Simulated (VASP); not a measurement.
## NbAs: how numerical settings change the zone-centre modes

How far do the zone-centre frequencies of NbAs depend on the numerical settings? The starting structure is a measured crystal structure from the Crystallography Open Database.

Method: Kohn-Sham DFT with plane waves and PAW; LDA, in VASP 6.6.1.

## 1. The starting structure

Symmetry: I4_1md, No. 109, tetragonal system. Conventional cell: a = 3.452 Å, b = 3.452 Å, c = 11.680 Å, α = 90.00°, β = 90.00°, γ = 90.00°. Nearest to Nb lie 6 As at 2.60 to 2.63 Å. As has 6 Nb at 2.60 to 2.63 Å nearest. Farther neighbours are not listed.

## 2. Reference modes

The cell comes from a relaxation at this level, not shown (67.44 Å³).

INCAR reads:

```
SYSTEM = NbAs
PREC = Accurate
ENCUT = 450
EDIFF = 1E-08
NELM = 100
ISMEAR = 0
SIGMA = 0.05
LREAL = .FALSE.
ALGO = Normal
GGA = CA
NBANDS = 24
LASPH = .TRUE.
LORBIT = 11
LWAVE = .FALSE.
LCHARG = .FALSE.
KPAR = 8
IBRION = 8
ISIF = 2
```

POSCAR reads:

```
NbAs
1.0
   -3.4196238366      0.0000000000      0.0000000000
    0.0000000000      3.4196238366      0.0000000000
    1.7098119183     -1.7098119183     -5.7669809977
Nb As
2 2
Direct
    0.0012480061      0.5012480061      0.0024960120
    0.2512480061      0.2512480061      0.5024960120
    0.5827519939      0.0827519939      0.1655039880
    0.8327519939      0.8327519939      0.6655039880
```

KPOINTS reads:

```
Automatic mesh
0
Gamma
10 10 10
0 0 0
```

Potentials, in the order of the species: Nb_sv and As (LDA family, release 64).

Started as:

```console
$ mpirun -np 8 vasp_std
```

Log:

```text
[banner, memory and clock lines left out]
running    8 mpi-ranks, on    1 nodes
 distrk:  each k-point on    1 cores,    8 groups
 distr:  one band on    1 cores,    1 groups

 POSCAR found type information on POSCAR NbAs
 POSCAR found :  2 types and       4 ions
|                                                                             |
|           W    W    AA    RRRRR   N    N  II  N    N   GGGG   !!!           |
|           W    W   A  A   R    R  NN   N  II  NN   N  G    G  !!!           |
|           W    W  A    A  R    R  N N  N  II  N N  N  G       !!!           |
|           W WW W  AAAAAA  RRRRR   N  N N  II  N  N N  G  GGG   !            |
|           WW  WW  A    A  R   R   N   NN  II  N   NN  G    G                |
|           W    W  A    A  R    R  N    N  II  N    N   GGGG   !!!           |
|                                                                             |
|     For optimal performance we recommend to set                             |
|       NCORE = 2 up to number-of-cores-per-socket                            |
|     NCORE specifies how many cores store one orbital (NPAR=cpu/NCORE).      |
|     This setting can greatly improve the performance of VASP for DFT.       |
|     The default, NCORE=1 might be grossly inefficient on modern             |
|     multi-core architectures or massively parallel machines. Do your        |
|     Unfortunately you need to use the default for GW and RPA                |
|     calculations (for HF NCORE is supported but not extensively tested      |
|     yet).                                                                   |
|                                                                             |

 LDA part: xc-table for (Slater(with rela. corr.)+CA(PZ))
 , standard interpolation
 POSCAR, INCAR and KPOINTS ok, starting setup
 FFT: planning ... GRIDC
 FFT: planning ... GRID_SOFT
 FFT: planning ... GRID
 WAVECAR not read
 entering main loop
       N       E                     dE             d eps       ncg     rms          rms(c)
DAV:   1     0.339677761929E+03    0.33968E+03   -0.17656E+04  4896   0.134E+03
DAV:   2    -0.942779422913E+01   -0.34911E+03   -0.34121E+03  6272   0.537E+02
DAV:   3    -0.365085756076E+02   -0.27081E+02   -0.26690E+02  8904   0.109E+02
DAV:   4    -0.382162175062E+02   -0.17076E+01   -0.17011E+01  7544   0.229E+01
DAV:   5    -0.382878478585E+02   -0.71630E-01   -0.71614E-01  8632   0.498E+00    0.116E+01
DAV:   6    -0.364164299111E+02    0.18714E+01   -0.81351E+00  7656   0.194E+01    0.347E+00
DAV:   7    -0.363897305982E+02    0.26699E-01   -0.41598E-01  8240   0.389E+00    0.205E+00
DAV:   8    -0.363733666897E+02    0.16364E-01   -0.63905E-02  7656   0.148E+00    0.396E-01
DAV:   9    -0.363732484011E+02    0.11829E-03   -0.57418E-03  8344   0.532E-01    0.208E-01
DAV:  10    -0.363732481946E+02    0.20643E-06   -0.11548E-03  7424   0.310E-01    0.281E-02
DAV:  11    -0.363732414618E+02    0.67328E-05   -0.56714E-05  7544   0.725E-02    0.115E-02
DAV:  12    -0.363732409659E+02    0.49592E-06   -0.29401E-06  7656   0.139E-02    0.337E-03
DAV:  13    -0.363732409077E+02    0.58234E-07   -0.28514E-07  7848   0.408E-03    0.126E-03
DAV:  14    -0.363732408961E+02    0.11536E-07   -0.97046E-08  7328   0.256E-03    0.167E-04
DAV:  15    -0.363732408954E+02    0.69622E-09   -0.43003E-09  4840   0.754E-04
   1 F= -.36373241E+02 E0= -.36372672E+02  d E =-.113821E-02
 Linear response reoptimize wavefunctions to high precision
DAV:   1    -0.363732408955E+02   -0.11187E-09   -0.11275E-09  4712   0.408E-04
DAV:   2    -0.363732408956E+02   -0.55024E-10   -0.49764E-10  4808   0.263E-04
 Linear response DOF=           6
 Linear response progress:
  Degree of freedom:   1/  6
       N       E                     dE             d eps       ncg     rms          rms(c)
RMM:   1    -0.551890383828E+00   -0.55189E+00    0.55972E+00 14288   0.300E+01
RMM:   2    -0.467931924338E+00    0.83958E-01   -0.61417E-01 20415   0.492E+00    0.172E-01
RMM:   3    -0.470263447838E+00   -0.23315E-02   -0.55876E-02 27670   0.139E+00    0.819E-02
RMM:   4    -0.470983400951E+00   -0.71995E-03   -0.91913E-03 34590   0.459E-01    0.423E-02
RMM:   5    -0.471408987492E+00   -0.42559E-03   -0.17692E-03 34931   0.185E-01    0.250E-02
RMM:   6    -0.471477309296E+00   -0.68322E-04   -0.49995E-04 34844   0.920E-02    0.596E-03
RMM:   7    -0.471353921638E+00    0.12339E-03   -0.18815E-04 36727   0.506E-02    0.539E-03
RMM:   8    -0.471341093086E+00    0.12829E-04   -0.10605E-04 37620   0.306E-02    0.393E-03
RMM:   9    -0.471346929762E+00   -0.58367E-05   -0.47767E-05 36970   0.201E-02    0.202E-03
RMM:  10    -0.471380490076E+00   -0.33560E-04   -0.27851E-05 31604   0.158E-02    0.540E-04
RMM:  11    -0.471382210762E+00   -0.17207E-05   -0.12213E-05 36677   0.998E-03    0.538E-04
RMM:  12    -0.471376195372E+00    0.60154E-05   -0.78596E-06 33870   0.772E-03    0.248E-04
RMM:  13    -0.471375985704E+00    0.20967E-06   -0.41885E-06 37735   0.581E-03    0.361E-04
RMM:  14    -0.471377617824E+00   -0.16321E-05   -0.31075E-06 37020   0.448E-03    0.388E-04
RMM:  15    -0.471379785029E+00   -0.21672E-05   -0.29339E-06 34784   0.362E-03    0.365E-04
RMM:  16    -0.471381104561E+00   -0.13195E-05   -0.19148E-06 36328   0.294E-03    0.357E-04
 first order change of Fermi-energy  -0.18951E-04
[...]
RMM:   3    -0.447301474251E-01   -0.30170E-03   -0.17451E-03 31760   0.161E-01    0.587E-02
RMM:   4    -0.451036236083E-01   -0.37348E-03   -0.53415E-04 31693   0.967E-02    0.136E-02
RMM:   5    -0.451190231425E-01   -0.15400E-04   -0.18452E-04 33641   0.435E-02    0.526E-03
RMM:   6    -0.451499835333E-01   -0.30960E-04   -0.41744E-05 35134   0.195E-02    0.246E-03
RMM:   7    -0.451525346918E-01   -0.25512E-05   -0.13420E-05 36608   0.918E-03    0.167E-03
RMM:   8    -0.451509655306E-01    0.15692E-05   -0.38667E-06 35507   0.493E-03    0.590E-04
RMM:   9    -0.451517253298E-01   -0.75980E-06   -0.18796E-06 37619   0.249E-03    0.203E-04
RMM:  10    -0.451523310669E-01   -0.60574E-06   -0.87698E-07 37233   0.129E-03    0.534E-05
RMM:  11    -0.451524125987E-01   -0.81532E-07   -0.41602E-07 38091   0.706E-04    0.236E-05
RMM:  12    -0.451524044378E-01    0.81609E-08   -0.33263E-07 37921   0.429E-04    0.159E-05
RMM:  13    -0.451523319706E-01    0.72467E-07   -0.31770E-07 37605   0.282E-04    0.475E-06
RMM:  14    -0.451523391245E-01   -0.71539E-08   -0.35984E-07 37569   0.213E-04    0.569E-06
[...]
RMM:  18    -0.451523447110E-01   -0.31941E-08   -0.17796E-07 35511   0.142E-04    0.155E-06
RMM:  19    -0.451523461458E-01   -0.14347E-08   -0.16874E-07 35443   0.139E-04    0.655E-07
RMM:  20    -0.451523451043E-01    0.10415E-08   -0.15348E-07 33671   0.138E-04    0.778E-07
RMM:  21    -0.451523450741E-01    0.30187E-10   -0.15700E-07 32450   0.137E-04    0.694E-07
RMM:  22    -0.451523453293E-01   -0.25522E-09   -0.14681E-07 31519   0.137E-04    0.453E-07
RMM:  23    -0.451523458442E-01   -0.51485E-09   -0.15692E-07 30846   0.137E-04    0.131E-07
RMM:  24    -0.451523453642E-01    0.47995E-09   -0.15773E-07 30071   0.137E-04    0.212E-07
RMM:  25    -0.451523455593E-01   -0.19506E-09   -0.14376E-07 29891   0.137E-04    0.757E-08
 first order change of Fermi-energy   0.18543E-04
 force on displaced ion       3 direction 1 : -13.346  -0.000  -0.000
 Linear response progress:
  Degree of freedom:   5/  6
       N       E                     dE             d eps       ncg     rms          rms(c)
RMM:   1    -0.487269922409E-01   -0.48727E-01   -0.18595E-02 32216   0.952E-01
RMM:   2    -0.428795607301E-01    0.58474E-02   -0.63771E-03 27479   0.354E-01    0.743E-02
RMM:   3    -0.431597561009E-01   -0.28020E-03   -0.13702E-03 31354   0.128E-01    0.423E-02
RMM:   4    -0.434208164400E-01   -0.26106E-03   -0.31404E-04 31626   0.725E-02    0.878E-03
RMM:   5    -0.434095783250E-01    0.11238E-04   -0.97458E-05 32581   0.327E-02    0.519E-03
RMM:   6    -0.434354719430E-01   -0.25894E-04   -0.27498E-05 34453   0.152E-02    0.181E-03
RMM:   7    -0.434347620254E-01    0.70992E-06   -0.63263E-06 36097   0.685E-03    0.124E-03
RMM:   8    -0.434341453245E-01    0.61670E-06   -0.21750E-06 35282   0.369E-03    0.465E-04
RMM:   9    -0.434356195088E-01   -0.14742E-05   -0.60633E-07 37064   0.187E-03    0.165E-04
RMM:  10    -0.434358471036E-01   -0.22759E-06   -0.26885E-07 37516   0.964E-04    0.536E-05
RMM:  11    -0.434359531477E-01   -0.10604E-06   -0.18003E-07 37792   0.532E-04    0.187E-05
RMM:  12    -0.434359475808E-01    0.55669E-08   -0.15170E-07 37905   0.334E-04    0.132E-05
RMM:  13    -0.434358601184E-01    0.87462E-07   -0.13502E-07 36948   0.232E-04    0.688E-06
RMM:  14    -0.434358730498E-01   -0.12931E-07   -0.13453E-07 37167   0.185E-04    0.274E-06
RMM:  15    -0.434358645002E-01    0.85496E-08   -0.13920E-07 36907   0.158E-04    0.154E-06
RMM:  16    -0.434358631048E-01    0.13954E-08   -0.14272E-07 37086   0.145E-04    0.115E-06
RMM:  17    -0.434358647338E-01   -0.16291E-08   -0.13874E-07 36480   0.138E-04    0.522E-07
RMM:  18    -0.434358643790E-01    0.35482E-09   -0.15188E-07 34409   0.134E-04    0.344E-07
RMM:  19    -0.434358647708E-01   -0.39181E-09   -0.13877E-07 33189   0.132E-04    0.287E-07
RMM:  20    -0.434358649375E-01   -0.16671E-09   -0.15977E-07 32278   0.131E-04    0.203E-07
RMM:  21    -0.434358646157E-01    0.32181E-09   -0.13666E-07 30544   0.131E-04    0.900E-08
 first order change of Fermi-energy  -0.15956E-04
 force on displaced ion       3 direction 2 :  -0.000  -9.650  -0.000
 Linear response progress:
  Degree of freedom:   6/  6
       N       E                     dE             d eps       ncg     rms          rms(c)
RMM:   1    -0.645769508167E-01   -0.64577E-01   -0.18539E-02 20641   0.103E+00
RMM:   2    -0.562023689316E-01    0.83746E-02   -0.66263E-03 15585   0.419E-01    0.118E-01
RMM:   3    -0.564470575797E-01   -0.24469E-03   -0.20997E-03 15817   0.220E-01    0.109E-01
RMM:   4    -0.563237916525E-01    0.12327E-03   -0.54859E-04 16735   0.119E-01    0.499E-02
RMM:   5    -0.564532157717E-01   -0.12942E-03   -0.24268E-04 19862   0.650E-02    0.119E-02
RMM:   6    -0.564572162700E-01   -0.40005E-05   -0.52999E-05 20997   0.280E-02    0.747E-03
RMM:   7    -0.564675592654E-01   -0.10343E-04   -0.14383E-05 21613   0.127E-02    0.275E-03
RMM:   8    -0.564701435935E-01   -0.25843E-05   -0.47709E-06 21461   0.600E-03    0.684E-04
RMM:   9    -0.564718538244E-01   -0.17102E-05   -0.12357E-06 21489   0.293E-03    0.424E-04
RMM:  10    -0.564727233890E-01   -0.86956E-06   -0.54189E-07 21442   0.159E-03    0.176E-04
RMM:  11    -0.564726273418E-01    0.96047E-07   -0.14065E-07 22342   0.840E-04    0.102E-04
RMM:  12    -0.564728180243E-01   -0.19068E-06   -0.15144E-07 21949   0.482E-04    0.304E-05
RMM:  13    -0.564728206254E-01   -0.26011E-08   -0.11135E-07 23060   0.295E-04    0.884E-06
RMM:  14    -0.564728281562E-01   -0.75307E-08   -0.19189E-07 23027   0.199E-04    0.114E-05
[...]
RMM:  46    -0.564728385628E-01   -0.21478E-09   -0.14004E-07 18243   0.122E-04    0.277E-07
RMM:  47    -0.564728383267E-01    0.23605E-09   -0.13533E-07 18290   0.122E-04    0.137E-07
RMM:  48    -0.564728385372E-01   -0.21043E-09   -0.14114E-07 18257   0.122E-04    0.260E-07
RMM:  49    -0.564728383310E-01    0.20622E-09   -0.13682E-07 18336   0.122E-04    0.122E-07
RMM:  50    -0.564728386155E-01   -0.28453E-09   -0.14179E-07 18220   0.122E-04    0.240E-07
RMM:  51    -0.564728383240E-01    0.29151E-09   -0.13823E-07 18288   0.122E-04    0.108E-07
RMM:  52    -0.564728386465E-01   -0.32254E-09   -0.14197E-07 18222   0.122E-04    0.219E-07
RMM:  53    -0.564728383720E-01    0.27446E-09   -0.13795E-07 18289   0.122E-04    0.901E-08
 first order change of Fermi-energy  -0.19146E-01
 force on displaced ion       3 direction 3 :  -0.000  -0.000 -14.420
 Linear response finished
```

Elapsed: 18 min, on 8 MPI ranks of AMD EPYC 7R43, shared host; peak memory 5.9 GiB; 2.4 h of CPU time.

Lines that name or quote the potential files are left out of all logs, and their timing lines are given in words.

(Continued in part 2 of 3.)

[Lines on the potential files, build, host, timing and source positions are cut from VASP's logs without a mark.]

[Logs are printed without paths, hosts, clocks, repeated set-up lines and the standing remarks that a program may print on its own settings, such as how far it seeks lower states.]

[Hosts, paths, dates, database ids (printed as entryN), source tags and the programs' standing remarks are cut or masked in the printed files.]
